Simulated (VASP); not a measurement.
# ZnSe(110): relaxation, ionisation energy and affinity, part 3 of 3

Where do the bulk band edges lie against the vacuum outside ZnSe(110)?

VASP 6.6.1; PBE; plane waves and PAW (Zn, Se).

So far, gap on the k-mesh (eV): step 3 (band edges of the bulk) 1.15.

### 5. Potential and states of the slab

A static run writes the electrostatic potential without exchange and correlation (LVHAR), which is flat in the vacuum and gives the level to count from. The dipole correction cancels the field that unlike faces would set up across the vacuum.

INCAR

```
SYSTEM = ZnSe
PREC = Normal
ENCUT = 320
EDIFF = 1E-06
NELM = 120
ISMEAR = 0
SIGMA = 0.03
LREAL = Auto
ALGO = Fast
GGA = PE
NBANDS = 100
LORBIT = 11
LWAVE = .FALSE.
LCHARG = .TRUE.
KPAR = 2
IDIPOL = 3
LDIPOL = .TRUE.
DIPOL = 0.5 0.5 0.5
LVHAR = .TRUE.
LVACPOTAV = .TRUE.
NEDOS = 1500
```

POSCAR

```
ZnSe
1.0
    4.0545351924      0.0000000000      0.0000000000
    0.0000000000      5.7339786582      0.0000000000
    0.0000000000      0.0000000000     32.2181407696
Zn Se
9 9
Direct
    0.0000000000      0.0569135799      0.2625891071
    0.5000000000      0.4837923787      0.3069069177
    0.0000000000      0.9920532079      0.3746824639
    0.5000000000      0.4919680607      0.4360354792
    0.0000000000      0.9961886024      0.5000000000
    0.5000000000      0.4919680607      0.5639645208
    0.0000000000      0.9920532079      0.6253175361
    0.5000000000      0.4837923787      0.6930930823
    0.0000000000      0.0569135799      0.7374108929
    0.0000000000      0.7363317625      0.3116065850
    0.5000000000      0.2559881230      0.2421450286
    0.0000000000      0.7431888966      0.4372968980
    0.5000000000      0.2436933158      0.3726743486
    0.0000000000      0.7431888966      0.5627031020
    0.5000000000      0.2459527474      0.5000000000
    0.0000000000      0.7363317625      0.6883934150
    0.5000000000      0.2436933158      0.6273256514
    0.5000000000      0.2559881230      0.7578549714
```

KPOINTS

```
Automatic mesh
0
Gamma
6 4 1
0 0 0
```

KPOINTS_OPT

```
Line mode
14
Line-mode
Reciprocal
  0.00000000   0.00000000   0.00000000 GAMMA
  0.50000000   0.00000000   0.00000000 X

  0.50000000   0.00000000   0.00000000 X
  0.50000000   0.50000000   0.00000000 S

  0.50000000   0.50000000   0.00000000 S
  0.00000000   0.50000000   0.00000000 Y

  0.00000000   0.50000000   0.00000000 Y
  0.00000000   0.00000000   0.00000000 GAMMA

  0.00000000   0.00000000   0.00000000 GAMMA
  0.50000000   0.50000000   0.00000000 S
```

Potentials, in the order of the species: Zn and Se (PBE family, release 64).

Started as:

```bash
$ mpirun -np 4 vasp_std
```

What it wrote:

```text
[banner, memory and clock lines left out]
running    4 mpi-ranks, on    1 nodes
 distrk:  each k-point on    2 cores,    2 groups
 distr:  one band on    1 cores,    2 groups

 POSCAR found type information on POSCAR ZnSe
 POSCAR found :  2 types and      18 ions
 LDA part: xc-table for (Slater+PW92), standard interpolation
 POSCAR, INCAR and KPOINTS ok, starting setup
 FFT: planning ... GRIDC
 FFT: planning ... GRID_SOFT
 FFT: planning ... GRID
 WAVECAR not read
 entering main loop
       N       E                     dE             d eps       ncg     rms          rms(c)
DAV:   1     0.981954685605E+03    0.98195E+03   -0.54271E+04  2480   0.110E+03
DAV:   2     0.707187252011E+02   -0.91124E+03   -0.87271E+03  2672   0.293E+02
DAV:   3    -0.506691807245E+02   -0.12139E+03   -0.12036E+03  2676   0.114E+02
DAV:   4    -0.561692838839E+02   -0.55001E+01   -0.54719E+01  2752   0.223E+01
DAV:   5    -0.563000887384E+02   -0.13080E+00   -0.13069E+00  2736   0.313E+00    0.136E+01
RMM:   6    -0.535650139086E+02    0.27351E+01   -0.77235E+00  2543   0.106E+01    0.107E+01
RMM:   7    -0.533488751772E+02    0.21614E+00   -0.27923E+00  2599   0.558E+00    0.321E+00
RMM:   8    -0.533857954241E+02   -0.36920E-01   -0.47382E-01  2856   0.206E+00    0.132E+00
RMM:   9    -0.533632819729E+02    0.22513E-01   -0.10238E-01  2704   0.137E+00    0.734E-01
RMM:  10    -0.533619547536E+02    0.13272E-02   -0.23907E-02  2847   0.727E-01    0.181E-01
RMM:  11    -0.533629779047E+02   -0.10232E-02   -0.50947E-03  2787   0.208E-01    0.148E-01
RMM:  12    -0.533628796995E+02    0.98205E-04   -0.14666E-03  2882   0.165E-01    0.480E-02
RMM:  13    -0.533629000895E+02   -0.20390E-04   -0.22884E-04  3139   0.452E-02    0.485E-02
RMM:  14    -0.533629745830E+02   -0.74493E-04   -0.72254E-05  2775   0.312E-02    0.278E-02
RMM:  15    -0.533630037023E+02   -0.29119E-04   -0.43325E-05  2819   0.328E-02    0.410E-02
RMM:  16    -0.533630085379E+02   -0.48356E-05   -0.30072E-05  2771   0.120E-02    0.365E-02
RMM:  17    -0.533630090541E+02   -0.51622E-06   -0.37597E-06  2188   0.553E-03
|                                                                             |
|           W    W    AA    RRRRR   N    N  II  N    N   GGGG   !!!           |
|           W    W   A  A   R    R  NN   N  II  NN   N  G    G  !!!           |
|           W    W  A    A  R    R  N N  N  II  N N  N  G       !!!           |
|           W WW W  AAAAAA  RRRRR   N  N N  II  N  N N  G  GGG   !            |
|           WW  WW  A    A  R   R   N   NN  II  N   NN  G    G                |
|           W    W  A    A  R    R  N    N  II  N    N   GGGG   !!!           |
|                                                                             |
|     Did not find any points to average over, which means that no vacuum     |
|     field-free region was found. Please increase the size of  your cell     |
|     in the dimension of the dipole correction to obtain accurate            |
|     workfunction values.                                                    |
|                                                                             |

   1 F= -.53363009E+02 E0= -.53363009E+02  d E =-.513348E-11
 Start KPOINTS_OPT (optional k-point list driver)
k-point batch [1-12\70]
       N       E                     dE             ncg
DAV:   1    -0.167581216449E+04   -0.16982E+05     2440
DAV:   2    -0.125864620393E+05   -0.10911E+05     2672
DAV:   3    -0.140299261208E+05   -0.14435E+04     2668
DAV:   4    -0.140948630367E+05   -0.64937E+02     2736
DAV:   5    -0.140964286363E+05   -0.15656E+01     2776
DAV:   6    -0.140964742472E+05   -0.45611E-01     2752
DAV:   7    -0.140964759735E+05   -0.17263E-02     2776
DAV:   8    -0.140964760371E+05   -0.63554E-04     2744
DAV:   9    -0.140964760398E+05   -0.27827E-05     1960
DAV:  10    -0.140964760401E+05   -0.24326E-06     1648
[...]
k-point batch [61-70\70]
       N       E                     dE             ncg
DAV:   1    -0.978689534048E+03   -0.28168E+05     2072
DAV:   2    -0.100425498099E+05   -0.90639E+04     2236
DAV:   3    -0.111978518859E+05   -0.11553E+04     2236
DAV:   4    -0.112479302471E+05   -0.50078E+02     2336
DAV:   5    -0.112490817701E+05   -0.11515E+01     2320
DAV:   6    -0.112491153545E+05   -0.33584E-01     2320
DAV:   7    -0.112491166057E+05   -0.12512E-02     2328
DAV:   8    -0.112491166543E+05   -0.48586E-04     2296
DAV:   9    -0.112491166564E+05   -0.20900E-05     1728
DAV:  10    -0.112491166565E+05   -0.15839E-06     1504
```

Elapsed: 2.5 min, on 4 MPI ranks of Intel Xeon 6975P-C (Granite Rapids), shared host; peak memory 1.5 GiB.

OUTCAR, selected parts (step 5):

```text
   NELECT =     162.0000    total number of electrons

 E-fermi :  -1.5916

 k-point     1 :       0.0000    0.0000    0.0000
  band No.  band energies     occupation
    ...
     77      -1.9428      2.00000
     78      -1.9323      2.00000
     79      -1.8418      2.00000
     80      -1.7864      2.00000
     81      -1.7215      2.00000
     82      -0.2635      0.00000
     83       0.3893      0.00000
     84       1.0332      0.00000
     85       1.4036      0.00000
     86       1.5344      0.00000
    ...

  Total       -1.1813085     -0.5855669     -0.6029483      0.0000000      0.0000000      0.0000000
  in kB       -2.5268315     -1.2525338     -1.2897129      0.0000000      0.0000000      0.0000000
  external PRESSURE =      -1.6896927 kB  Pullay stress =       0.0000000 kB

 POSITION                                       TOTAL-FORCE (eV/Angst)
 -----------------------------------------------------------------------------------
      0.00000      0.32634      8.46013         0.000000      0.012389     -0.000146
      2.02727      2.77406      9.88797         0.000000      0.009893      0.010022
      0.00000      5.68841     12.07157         0.000000     -0.015165     -0.003580
      2.02727      2.82093     14.04825        -0.000000      0.006373      0.021625
      0.00000      5.71212     16.10907         0.000000     -0.002405     -0.000000
      2.02727      2.82093     18.16989        -0.000000      0.006373     -0.021625
      0.00000      5.68841     20.14657         0.000000     -0.015165      0.003580
      2.02727      2.77406     22.33017         0.000000      0.009893     -0.010022
      0.00000      0.32634     23.75801         0.000000      0.012389      0.000146
      0.00000      4.22211     10.03938         0.000000      0.008788      0.001248
      2.02727      1.46783      7.80146         0.000000     -0.012234      0.010214
      0.00000      4.26143     14.08889        -0.000000     -0.015888     -0.012977
      2.02727      1.39733     12.00687         0.000000      0.007770      0.014803
      0.00000      4.26143     18.12925        -0.000000     -0.015888      0.012977
      2.02727      1.41029     16.10907         0.000000     -0.001450     -0.000000
      0.00000      4.22211     22.17876        -0.000000      0.008788     -0.001248
      2.02727      1.39733     20.21127         0.000000      0.007770     -0.014803
      2.02727      1.46783     24.41668         0.000000     -0.012234     -0.010214
 -----------------------------------------------------------------------------------
    total drift:                                0.000000      0.004670      0.000052

  FREE ENERGIE OF THE ION-ELECTRON SYSTEM (eV)
  ---------------------------------------------------
  free  energy   TOTEN  =       -53.3630090541 eV

  energy  without entropy=      -53.3630090541  energy(sigma->0) =      -53.36300905

 vacuum level on the upper side and lower side of the slab         3.952         3.952

[... 8 parts as in an earlier step ...]

[... 10 further parts left out ...]
```

Numbers from this step:

```
electronic cycles                                 : 17
Fermi energy                                      : -1.592 eV
least gap on mesh and path                        : 1.458 eV
least direct gap on mesh and path                 : 1.458 eV
vacuum levels                                     : 3.952, 3.952 eV
ionisation potentials of the upper and lower face : 5.673, 5.673 eV
electron affinities of the upper and lower face   : 4.215, 4.215 eV
```

The electronic bands at the labelled points (eV, zero at the valence-band top; v1 is the highest filled band, c1 the lowest empty one):

| point | v4 | v3 | v2 | v1 | c1 | c2 | c3 | c4 |
| --- | --- | --- | --- | --- | --- | --- | --- | --- |
| Γ | -0.21 | -0.12 | -0.06 | 0.00 | 1.46 | 2.11 | 2.75 | 3.13 |
| 0.54 of the way | -0.97 | -0.91 | -0.73 | -0.40 | 3.13 | 3.36 | 3.37 | 3.55 |
| X | -1.36 | -1.03 | -0.99 | -0.83 | 2.66 | 2.78 | 3.38 | 3.48 |
| 0.46 of the way | -1.12 | -1.04 | -0.91 | -0.79 | 3.02 | 3.09 | 3.48 | 3.52 |
| S | -0.98 | -0.94 | -0.72 | -0.70 | 2.58 | 2.79 | 3.03 | 3.61 |
| 0.46 of the way | -0.85 | -0.80 | -0.66 | -0.64 | 3.35 | 3.37 | 3.61 | 3.77 |
| Y | -0.77 | -0.75 | -0.64 | -0.63 | 2.58 | 2.59 | 2.83 | 2.90 |
| 0.46 of the way | -0.42 | -0.42 | -0.38 | -0.36 | 2.59 | 2.61 | 2.70 | 2.79 |
| Γ | -0.21 | -0.12 | -0.06 | 0.00 | 1.46 | 2.11 | 2.75 | 3.13 |
| 0.46 of the way | -0.74 | -0.71 | -0.43 | -0.43 | 2.83 | 3.33 | 3.56 | 3.60 |
| S | -0.98 | -0.94 | -0.72 | -0.70 | 2.58 | 2.79 | 3.03 | 3.61 |

Of the projections kept (Zn, Se), the largest for each band there; the rest of the weight can lie on other orbitals:

| point | v4 | v3 | v2 | v1 | c1 | c2 | c3 | c4 |
| --- | --- | --- | --- | --- | --- | --- | --- | --- |
| Γ | Se 0.77 | Se 0.79 | Se 0.78 | Se 0.79 | Zn 0.50 | Se 0.57 | Se 0.53 | Zn 0.63 |
| X | Se 0.80 | Se 0.76 | Se 0.82 | Se 0.81 | Zn 0.68 | Zn 0.68 | Zn 0.63 | Zn 0.64 |
| S | Se 0.76 | Se 0.77 | Se 0.79 | Se 0.82 | Zn 0.68 | Zn 0.59 | Zn 0.63 | Zn 0.52 |
| Y | Se 0.73 | Se 0.74 | Se 0.79 | Se 0.79 | Zn 0.65 | Zn 0.63 | Zn 0.58 | Zn 0.63 |
| Γ | Se 0.77 | Se 0.79 | Se 0.78 | Se 0.79 | Zn 0.50 | Se 0.57 | Se 0.53 | Zn 0.63 |
| S | Se 0.76 | Se 0.77 | Se 0.79 | Se 0.82 | Zn 0.68 | Zn 0.59 | Zn 0.63 | Zn 0.52 |

The planar average of the electrostatic potential oscillates, so the rows of the table below give means over windows of 2.12 Å about each position, cut where the curve ends. Its maxima inside the range that stand out by 2 % of the span (Å: eV): 8.8: 0.609, 11.0: 1.68, 13.1: 1.60, 15.1: 1.66, 17.1: 1.66, 19.1: 1.60, 21.3: 1.68, 23.4: 0.609. Its minima: 8.1: -2.91, 10.0: -3.79, 12.1: -3.51, 14.1: -3.55, 16.1: -3.52, 18.1: -3.55, 20.1: -3.51, 22.3: -3.79, 24.2: -2.91.

Zero at the Fermi level. Planar average of the electrostatic potential against height; means over each step:

| height (Å) | planar average of the electrostatic potential (eV) |
| --- | --- |
| 1.06 | 5.55 |
| 3.18 | 5.55 |
| 5.30 | 5.49 |
| 7.42 | 0.518 |
| 9.54 | -1.78 |
| 11.66 | -1.35 |
| 13.78 | -1.35 |
| 15.90 | -1.31 |
| 18.02 | -1.31 |
| 20.14 | -1.26 |
| 22.26 | -1.70 |
| 24.38 | -0.397 |
| 26.50 | 5.35 |
| 28.62 | 5.55 |
| 30.74 | 5.55 |

Density of states in the PAW spheres, an atom over height of the layer and energy from the Fermi level.

Ten even steps from '0' (0.00 states/eV) to '9' (1.27 states/eV), each cell a mean:
```
00000000000000000
00000000000000000
00000000000000000
00011001010011000
41144114241144114
82155114241155128
92266226462266229
92256226362265229
71255226562255217
52267227472276225
31146225452264113
31154224342245113
21144225352244112
21132113231123112
11111011111011111
11110000000001111
11110111111101111
23121111111112132
13221211111212231
13333333333333331
12544555555544521
00111111111111100
```
Columns: height of the layer (Å) from 7.8 to 24.4 (not evenly spaced); rows upwards: energy from the Fermi level (eV) from -4.9 to 0.5.

Electrostatic potential energy in the cb plane at fractional x = 0.000, with atoms of Zn and Se within 0.2 Å of it. With pseudopotentials it is smooth inside the atoms' cores, unlike the true potential.

Values in eV, 8 rows by 16 columns, each cell a mean:
```
  4   4   4   4   4   4   3  -2  -9  -8  -7  -9 -10  -7  -8  -9
  4   4   4   4   4   4   3   2   0 -27 -30  -3  -3 -27 -31  -3
  4   4   4   4   4   4   4   3   2 -26 -30   0   2 -25 -30   0
  4   4   4   4   4   4   4   4   3  -3  -4   3   3  -2  -3   3
  4   4   4   4   4   4   4   3   3   2   2   3   3   3   3   3
  4   4   4   4   4   4   4   2   0   1   3   2   2   3   3   2
  4   4   4   4   4   4   3  -3 -10  -3   2  -3  -4   2   2  -3
  4   4   4   4   4   4   3  -6  -9  -6   1  -9 -10   0   1  -9
```
Columns run along c (16.0 Å, from fractional 0.00 to 0.50 of the cell; values clipped at the 3rd and 97th percentile), rows up along b (5.7 Å). Atoms in or near the plane, at fractional coordinates: Zn at (0.26, 0.06), Zn at (0.37, 0.99), Zn at (0.50, 0.00), Se at (0.31, 0.74), Se at (0.44, 0.74).

Valence density in the cb plane at fractional x = 0.000, with atoms of Zn and Se within 0.2 Å of it. It is the smooth field of the valence electrons, not physical close to the nuclei.

Ten steps, logarithmic in the rise over the least value, from '0' (0 e/Å³) to '9' (16 e/Å³), each cell a mean:
```
00000000000000000001135653222225997322222258
00000000000000000000112223333323564333333335
00000000000000000000011123433432222234334322
00000000000000000000001123302432111233024321
00000000000000000000001123323331111233333311
00000000000000000000000113333321111123333211
00000000000000000000000112232211001112222110
00000000000000000000000011111111000111111110
00000000000000000000000111111110000011111100
00000000000000000000111111110001111000000011
00000000000000000001111111100011111100000111
00000000000000000001122321110111111110001111
00000000000000000001136762111112332111001123
00000000000000000001259984211124775211111247
00000000000000000001258984211126998421111269
```
Columns run along c (16.0 Å, from fractional 0.00 to 0.50 of the cell), rows up along b (5.7 Å). Atoms in or near the plane, at fractional coordinates: Zn at (0.26, 0.06), Zn at (0.37, 0.99), Zn at (0.50, 0.00), Se at (0.31, 0.74), Se at (0.44, 0.74).

The map of layer states is cut here 0.5 eV above the Fermi level, so it leaves out the states above that, and it starts at -5 eV, leaving out a taller peak below that would set the scale.

The vacuum level lies 5.67 eV above the highest filled level at the upper face; both faces agree, as the slab has next to no dipole.

The program found no field-free point at its default tolerance, but its printed level agrees with the flat part of the planar average.

### 6. Lining up bulk and slab

This step: band edges against the vacuum, PBE; plane waves and PAW (VASP 6.6.1).

No new run; the numbers come from the runs before.

Numbers from this step:

```
ionisation energy       : 5.658 eV
offset spread           : 0.01040 eV
bulk gap                : 1.146 eV
slab gap                : 1.458 eV
electron affinity       : 4.512 eV
buckling                : 0.6587 Å
tilt                    : 29.99 degree
surface energy, relaxed : 0.3183 J/m²
```

The averaged core potentials of the four middle atoms lie -3.029 eV from those of the bulk run. The bulk valence top (1.323 eV), moved by that offset, is taken from the upper vacuum level (3.952 eV).

### 7. What came out

```yaml
ionisation_energy: 5.66 eV
electron_affinity: 4.51 eV
buckling: 0.659 Å
surface_energy_relaxed: 0.318 J/m²
```

**Reading.** The bulk valence-band top lies 5.66 eV below the vacuum of ZnSe(110), and the conduction-band bottom 4.51 eV. The top layer buckles by 0.66 Å, a tilt of 30°, with Se outermost, as the anion takes the dangling-bond electrons and the cation flattens towards sp². The surface costs 0.32 J/m². The slab's least gap is 1.46 eV, against 1.15 eV in the bulk. Confinement widens it, surface states can narrow it, and the two gaps need not lie at the same wave vector; the faces' own affinities count to the slab's lowest empty state. The offsets of the four middle atoms spread by 0.01 eV; a shift common to all four would not show in it. One thickness was run. Semilocal band edges put the valence top too high and the gap too small. Spin-orbit coupling, left out here, would raise the valence top further.

[Lines on the potential files, build, host, timing and source positions are cut from VASP's logs without a mark.]

[Logs are printed without paths, hosts, clocks, repeated set-up lines and the standing remarks that a program may print on its own settings, such as how far it seeks lower states.]

[Hosts, paths, dates, database ids (printed as entryN), source tags and the programs' standing remarks are cut or masked in the printed files.]

[Runs that stopped without an error message from VASP are left out.]
